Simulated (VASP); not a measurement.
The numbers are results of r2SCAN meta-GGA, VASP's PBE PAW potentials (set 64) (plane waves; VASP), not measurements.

A VASP calculation is set up with these files.

**KPOINTS**
```
Automatic mesh
0
gamma
 6 4 6
```

POSCAR:
```
BaGaH5
1
    4.9813289516     0.0000000000     0.0000000000
    0.0000000000     8.5741496733     0.0000000000
    0.0000000000     0.0000000000     4.5636584793
Ba Ga H
2 2 10
Direct
  0.5000000000   0.6618281520   0.2592130189
  0.0000000000   0.3381718480   0.7592130189
  0.0000000000   0.8582812175   0.6689778589
  0.5000000000   0.1417187825   0.1689778589
  0.0000000000   0.8413151570   0.3222526758
  0.5000000000   0.1586848430   0.8222526758
  0.7422498262   0.7637282337   0.7747317086
  0.7577501738   0.2362717663   0.2747317086
  0.2577501738   0.7637282337   0.7747317086
  0.2422498262   0.2362717663   0.2747317086
  0.0000000000   0.0286743204   0.7880235012
  0.5000000000   0.9713256796   0.2880235012
  0.0000000000   0.5167747001   0.2635295279
  0.5000000000   0.4832252999   0.7635295279
```

**INCAR**
```
! general
SYSTEM  = BaGaH5
PREC    = Accurate
ENCUT   = 400   ! plane-wave cut-off (eV)
LREAL   = Auto   ! projection in real space or not
LASPH   = .TRUE.   ! aspherical one-centre terms
NBANDS  = 108

! electronic loop
EDIFF   = 1E-7   ! SCF stop (eV)
NELM    = 100   ! most electronic steps
ALGO    = Normal
LMAXMIX = 4   ! l cut-off of mixed one-centre charges
LMIXTAU = .TRUE.

! smearing
ISMEAR  = 0   ! Gaussian
SIGMA   = 0.01   ! width (eV)

! functional
METAGGA = R2SCAN

! output
LWAVE   = .FALSE.
LCHARG  = .FALSE.
NEDOS   = 1001

! other
LOPTICS = .TRUE.
LPEAD   = .TRUE.
CSHIFT  = 0.1
```

POTCAR, in this order: Ba_sv Ga_d H (PBE.64 set). Program: vasp_std.

Task: What does the run give for the energy per atom (σ→0)?

Result: 
```json
{
  "energy per atom (σ→0)": "-8202 meV/atom"
}
```

**OSZICAR**
```
...
DAV:  15    -0.114833772870E+03    0.18936E-04   -0.17948E-04 10844   0.351E-02    0.676E-03
DAV:  16    -0.114833682244E+03    0.90626E-04   -0.23002E-05 11396   0.123E-02    0.273E-03
DAV:  17    -0.114833689907E+03   -0.76631E-05   -0.76941E-06 11456   0.741E-03    0.923E-04
DAV:  18    -0.114833689467E+03    0.43988E-06   -0.12770E-06 11472   0.262E-03    0.577E-04
DAV:  19    -0.114833690317E+03   -0.85020E-06   -0.22527E-07 11944   0.134E-03    0.192E-04
DAV:  20    -0.114833690236E+03    0.81338E-07   -0.33051E-08 10444   0.543E-04
   1 F= -.11483369E+03 E0= -.11483369E+03  d E =-.461937E-32
 imaginary and real dielectric function
```

The structure comes from a computed database's BaGaH5 entry (Pmn2_1); how it stands against other phases isn't given here. It was relaxed first.
